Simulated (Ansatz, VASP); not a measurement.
## Two plane-wave programs on HfTa

INCAR

```
PREC = Accurate
ENCUT = 600
EDIFF = 1E-6
ISMEAR = 0
SIGMA = 0.1
LREAL = False
LASPH = True
NELM = 100
ALGO = Normal
ISIF = 3
LWAVE = False
LCHARG = False
GGA = PE
IBRION = 2
NSW = 90
EDIFFG = -0.04
```

The input KPOINTS:

```
Automatic mesh
0
Gamma
  6 6 6
```

POSCAR

```
HfTa
1.0
    0.0000000000      2.6082596200      2.6082596200
    2.6082596200      0.0000000000      2.6082596200
    2.6082596200      2.6082596200      0.0000000000
Hf Ta
1 1
Direct
    0.0000000000      0.0000000000      0.0000000000
    0.5000000000      0.5000000000      0.5000000000
```

Input for Ansatz:

```yaml
crystal:
  lattice:
    - [0.0, 2.60825962, 2.60825962]
    - [2.60825962, 0.0, 2.60825962]
    - [2.60825962, 2.60825962, 0.0]
  atoms:
    - { symbol: Hf, position: [0.0, 0.0, 0.0] }
    - { symbol: Ta, position: [0.5, 0.5, 0.5] }
basis:
  ecutwfc: 420
kpoints:
  mp_grid: { grid: [6, 6, 6] }
hamiltonian:
  xc: pbe
scf:
  occupations: { method: gaussian, width: 0.1 }
  lower_state_search: "off"
output:
  forces: true
  stress: true
  eigenvalues: true
relax:
  adjacent_minimum: "off"
  f_tol: 0.04
  max_steps: 70
  cell: { stress_tol: 0.4 }
```

Change from the starting cell: species swapped into the TmAs type (Fm-3m, No. 225).

Alike in both runs: task relaxation of cell and atoms; functional PBE; k mesh 6 × 6 × 6; occupations gaussian, width 0.1 eV; no spin polarisation.

|  | VASP | Ansatz |
| --- | --- | --- |
| version | VASP 6.6.1 | Ansatz 0.2.0 |
| potentials or method | VASP PAW PBE potentials, release 64 (Hf_pv, Ta_pv) | scalar-relativistic, plane waves, PAW |
| plane-wave cutoff (eV) | 600 | 420 |
| valence electrons in the cell | 21 | 39 |

```tsv
	VASP	Ansatz	Ansatz less VASP
gap on the k mesh at the Fermi level, each at its own relaxed structure (eV)	none	none	-
relaxed volume (Å³/atom)	22.54	22.46	-0.077
relaxed cell length with the largest relative difference (Å)	3.995	3.990	-0.0046
energy change over the relaxation (meV/atom)	-437	-443	-6.1
```

A gap of «none» marks a metal or a gap that the smearing closes. The two sets of potentials don't hold the same shells in valence.

Caveats: the volume moved by over 15 % at a fixed basis, so the end points are rough (VASP). The runs have no spin-orbit coupling, so splittings on Hf, Ta are missing.
